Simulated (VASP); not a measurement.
## Sb3I2: relaxation of cell and atoms with PBE

Sb3I2:

```
Sb I
1.0
     5.87349    0.00000    0.00000
     0.00000    5.87349    0.00000
     0.00000    0.00000    5.87349
Sb I
3 2
Cartesian
  2.9367 0.0000 0.0000
  0.0000 2.9367 0.0000
  0.0000 0.0000 2.9367
  0.0000 0.0000 0.0000
  2.9367 2.9367 2.9367
```

The cell was built by a generator and needn't be a form met in nature.

```json
{
  "Program": "VASP 6.6.1",
  "Task": "relaxation of cell and atoms",
  "Functional": "PBE",
  "Potentials or basis": "VASP PAW PBE potentials, release 64 (Sb, I)",
  "Cutoff": "600 eV",
  "k mesh": "4 × 4 × 4",
  "Occupations": "fermi-dirac, width 0.05 eV",
  "Spin": "no spin polarisation",
  "Target pressure": "2 GPa",
  "Further INCAR settings": "ALGO = Fast; EDIFF = 1e-06; IBRION = 2; EDIFFG = -0.01; NSW = 40; ISIF = 3"
}
```

The relaxed volume is 38.41 Å³/atom. The relaxed cell is a = 5.770 Å, b = 5.770 Å, c = 5.770 Å, α = 90.00°, β = 90.00°, γ = 90.00°, the space group after relaxing (to 0.05 Å) is Pm-3m (No. 221) and the energy change on relaxing (the enthalpy is what falls) is +15.6 meV/atom. The ionic steps are 3. The pressure after relaxing is 2.0 GPa. The band gap on the k mesh is none (metal or under the smearing width).

The path:
```
step  energy change (eV)  largest force (eV/Å)  pressure (GPa)  volume (Å³)
   1              0.0000                0.0000            0.43       202.62
   2              0.0888                0.0000            2.15       191.23
   3              0.0779                0.0000            2.00       192.07
```

Final structure:
```
CELL_PARAMETERS angstrom
5.76974 0.00000 0.00000
0.00000 5.76974 0.00000
0.00000 0.00000 5.76974
ATOMIC_POSITIONS crystal
Sb 0.50000 0.00000 0.00000
Sb 0.00000 0.50000 0.00000
Sb 0.00000 0.00000 0.50000
I 0.00000 0.00000 0.00000
I 0.50000 0.50000 0.50000
```

Levels at points of the mesh, in eV from the Fermi level:
```csv
k point,band 11,band 12,band 13,band 14,band 15,band 16,band 17,band 18
"(0.00, 0.00, 0.00)",-2.13,0.15,0.15,0.15,0.94,0.94,0.94,3.64
"(0.50, 0.00, 0.00)",-1.72,-0.38,-0.17,-0.15,0.01,0.01,0.02,0.02
"(0.50, 0.50, 0.00)",-2.10,-1.79,-0.79,-0.79,-0.45,-0.02,0.82,0.82
"(0.50, 0.50, 0.50)",-2.33,-0.42,-0.42,-0.07,-0.07,-0.07,0.26,1.58
```

Wall time 72 s on 1 thread of Intel(R) Xeon(R) Platinum 8488C (Sapphire Rapids) (shared host), peak memory 0.35 GiB.

Caveat: the cell is relaxed towards a set pressure, so the enthalpy falls and the energy may rise; an odd number of electrons without spin polarisation forces a metal; a magnetic or distorted state may lie lower. The run has no spin-orbit coupling, so splittings on I, Sb are missing.
